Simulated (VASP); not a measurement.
VASP runs on TiS₂ (space group P-3m1) share one base input (PBE GGA, plane waves, VASP's PBE PAW potentials (set 64)) and change the settings named in each case.

KPOINTS:
```
Automatic mesh
0
Gamma
7 7 4
0 0 0
```

**INCAR**
```
LASPH=.TRUE.   ! aspherical one-centre terms
SYSTEM=TiS2
ALGO=Normal   ! blocked Davidson
NELM=100   ! most electronic steps
ISIF=2   ! forces and stress, cell fixed
ENCUT=300   ! plane-wave cut-off (eV)
ISMEAR=-1   ! Fermi-Dirac
LMAXMIX=4
GGA=PE   ! PBE
LREAL=.FALSE.
LCHARG=.FALSE.
PREC=Accurate
SIGMA=0.1
LWAVE=.FALSE.
EDIFF=1E-6
```

POSCAR:
```
TiS2
1
    1.7430220000    -3.0190020000     0.0000000000
    1.7430220000     3.0190020000     0.0000000000
    0.0000000000     0.0000000000     5.8271100000
Ti S
1 2
Direct
  0.0000000000   0.0000000000   0.0000000000
  0.3333330000   0.6666670000   0.2500000000
  0.6666670000   0.3333330000   0.7500000000
```

POTCAR, in this order: Ti_sv S (PBE.64 set). Program: vasp_std.

| change | E(σ→0) (eV/atom) | pressure (GPa) | −TS (eV) |
|---|---|---|---|
| base run | -6.6151 | -5.43 | -0.0235 |
| GGA = PS | -6.9809 | -8.88 | -0.0256 |
| KPOINTS 1×1×1 Γ-centred mesh | -3.1942 | 26.97 | -0.2907 |
| LDAU = .TRUE., LDAUJ = 0 0, LDAUL = 2 -1, LDAUTYPE = 2, LDAUU = 6.0 0 | -5.3392 | -0.81 | -0.0026 |
 Energies of different potentials or functionals have different zeros.  At 300 eV the pressure can carry a Pulay error.

Left out are runs that ran out of time, are held back, or changed the cell or the kind of run, fixed moments of cells without a moment, rows past the twelfth, gaps on odd meshes, pressures of charged cells and columns that move by less than the noise.

The structure is a typed TiS2 crystal (P-3m1). The cell was not relaxed at this level, its lattice was scaled by up to 2.5 %.
